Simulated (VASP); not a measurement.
Crystal: Cu.

```xyz
1
Lattice="0.0000 1.8075 1.8075 1.8075 0.0000 1.8075 1.8075 1.8075 0.0000" Properties=species:S:1:pos:R:3 pbc="T T T"
Cu    0.0000    0.0000    0.0000
```

| Property | Result |
| --- | --- |
| Program | VASP 6.6.1 |
| Task | relaxation of cell and atoms |
| Functional | PBEsol |
| Potentials or basis | VASP PAW PBE potentials, release 64 (Cu) |
| Cutoff | 600 eV |
| k mesh | 18 × 18 × 18 |
| Occupations | methfessel-paxton, width 0.1 eV |
| Spin | no spin polarisation |

At the start: pressure -5.6 GPa; volume 11.81 Å³/atom.

Problem. How do energy, volume and symmetry change on relaxing?

Solution. Over 3 steps the energy falls by 8.0 meV/atom and the volume is 11.37 Å³/atom (-3.7 %); space group Fm-3m (No. 225, to 0.05 Å).

Step by step:
```csv
step,energy change (eV),largest force (eV/Å),pressure (GPa),volume (Å³)
1,0.0000,0.0000,-5.61,11.81
2,-0.0049,0.0000,3.95,11.12
3,-0.0080,0.0000,0.03,11.37
```

Final structure:
```yaml
crystal:
  lattice:
    - [0.00000, 1.78486, 1.78486]
    - [1.78486, 0.00000, 1.78486]
    - [1.78486, 1.78486, 0.00000]
  atoms:
    - { symbol: Cu, position: [0.00000, 0.00000, 0.00000] }
```

Caveat: the PAW data sets were made with another functional, which shifts forces and pressure a little.
